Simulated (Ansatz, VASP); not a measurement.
**Two plane-wave programs on Si**

```
CELL_PARAMETERS angstrom
0.00000 2.71356 2.71356
2.71356 0.00000 2.71356
2.71356 2.71356 0.00000
ATOMIC_POSITIONS crystal
Si 0.75000 0.75000 0.75000
Si 0.50000 0.50000 0.50000
```

Alike in both runs: task single point; functional r2SCAN; k mesh 6 × 6 × 6; occupations gaussian, width 0.1 eV; no spin polarisation.

|  | VASP | Ansatz |
| --- | --- | --- |
| version | VASP 6.6.1 | Ansatz 0.2.0 |
| potentials or method | VASP PAW PBE potentials, release 64 (Si) | scalar-relativistic, plane waves, PAW |
| plane-wave cutoff (eV) | 520 | 500 |
| valence electrons in the cell | 8 | 8 |

Ansatz gave:

- gap on the k mesh at the Fermi level (eV): 0.90
- least direct gap on the mesh (eV): 2.74
- pressure (GPa): 1.0

Task: Which values does VASP return?

Result: gap on the k mesh at the Fermi level (eV): 0.91; least direct gap on the mesh (eV): 2.76; pressure (GPa): 0.8.

Caveats: the PAW data sets were made with another functional, which shifts forces and pressure a little (VASP). A k mesh can miss the band edges. r2SCAN opens gaps a little over a GGA but as a rule still falls short of measured ones.
